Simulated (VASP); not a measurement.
OSZICAR of a VASP run on ZrIn (space group P4/mmm):

### OSZICAR
```
       N       E                     dE             d eps       ncg     rms          rms(c)
DAV:   1     0.167507741195E+03    0.16751E+03   -0.99360E+03  7040   0.136E+03
DAV:   2    -0.476735326467E+01   -0.17228E+03   -0.17031E+03  7576   0.360E+02
DAV:   3    -0.131943571338E+02   -0.84270E+01   -0.82769E+01  9488   0.836E+01
DAV:   4    -0.134894948345E+02   -0.29514E+00   -0.29471E+00 10968   0.135E+01
DAV:   5    -0.134942193326E+02   -0.47245E-02   -0.47237E-02  9544   0.140E+00    0.110E+01
DAV:   6    -0.129584472899E+02    0.53577E+00   -0.12546E+00  8624   0.988E+00    0.428E+00
DAV:   7    -0.128699477285E+02    0.88500E-01   -0.32945E-01 11408   0.596E+00    0.101E+00
DAV:   8    -0.128651505349E+02    0.47972E-02   -0.13915E-02  8480   0.883E-01    0.380E-01
DAV:   9    -0.128646549434E+02    0.49559E-03   -0.13929E-03 11024   0.416E-01    0.777E-02
DAV:  10    -0.128646498205E+02    0.51229E-05   -0.85503E-05  9936   0.778E-02    0.233E-02
DAV:  11    -0.128646478644E+02    0.19561E-05   -0.63406E-06  9256   0.326E-02    0.876E-03
DAV:  12    -0.128646471014E+02    0.76300E-06   -0.11587E-06  5744   0.104E-02
   1 F= -.12864647E+02 E0= -.12821678E+02  d E =-.859376E-01
       N       E                     dE             ncg
```

Problem. Which electronic solver shows in the log?

Solution. It is blocked Davidson (ALGO = Normal, or the opening steps of other solvers). The INCAR had ALGO = Normal.

Problem. Can the final energy be trusted as converged?

Solution. Self-consistency was reached. It stopped with EDIFF = 1E-6, NELM = 100 (PBEsol GGA, plane waves, VASP's PBE PAW potentials (set 64)).

The structure comes from a computed database's ZrIn entry (P4/mmm); how it stands against other phases isn't given here. The cell was not relaxed at this level. The electron count is odd and the run is not spin-polarised, which forces a metal.
